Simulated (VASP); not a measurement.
BN: stress against strain

BN (wurtzite, P6_3mc, 5.912 Å³/atom and stress up to 0.16 GPa in the relaxed cell, c along z) under an equal strain ε along x and y, with z held. r2SCAN in VASP (plane waves, PAW), 600 eV, 18×18×8 Γ-centred mesh, Gaussian smearing 0.05 eV; ions are relaxed, or left where forces stay under 0.02 eV/Å, within the symmetry of each cell. Stress is positive for a compressed cell.

Here s stands for strain and y for stress xx.

| strain (%) | stress xx (GPa) |
|---|---|
| -1.50 | 17.97 |
| -1.00 | 11.73 |
| -0.50 | 5.77 |
| 0.00 | 0.16 |
| 0.50 | -5.33 |
| 1.00 | -10.49 |
| 1.50 | -15.39 |
| 3.00 | ? |

Taking a straight line for y over the 7 complete rows: Means: s 0, y 0.631. About the means, the sum of products is -77.810 and the sum of squares of s is 7.0000; the slope is their ratio. Least squares gives y = 0.631 - 11.1157·s. Residuals (row less fit): 0.665, -0.017, -0.419, -0.471, -0.403, -0.005, 0.653; standard error 0.535 (degrees of freedom: 5). The slope gives the elastic constants C11 + C12 = 1112 ± 20 GPa (± standard error of the fit, which holds the terms cut off).

Question: What does the fit predict for y at s = 3.00, and how far is the calculated value from it?

Answer: y = 0.631 - 11.1157 × 3.0 = -32.716 GPa. The calculation gives -28.70 GPa, 4.016 GPa above the prediction (8.6 % of the range of y in the table). The row lies outside the fitted rows, so this is an extrapolation. From the scatter of the fitted rows alone, a prediction at this place has a standard error of 0.833 GPa, so the miss is 4.8 times that.

A polynomial of degree 2 through the 12 other runs of the series gives -28.51 there, so most of the miss is curvature that the fit leaves out. BN is here a metastable high-pressure form. Rows are the converged runs of the series near zero and its far end, less any whose ions stayed unrelaxed beside relaxed ones; series whose fitted rows scatter by over a few per cent of the range, as at a crossing or softening among them, aren't shown in this form. Most that stay on the fit to the last digits aren't either.
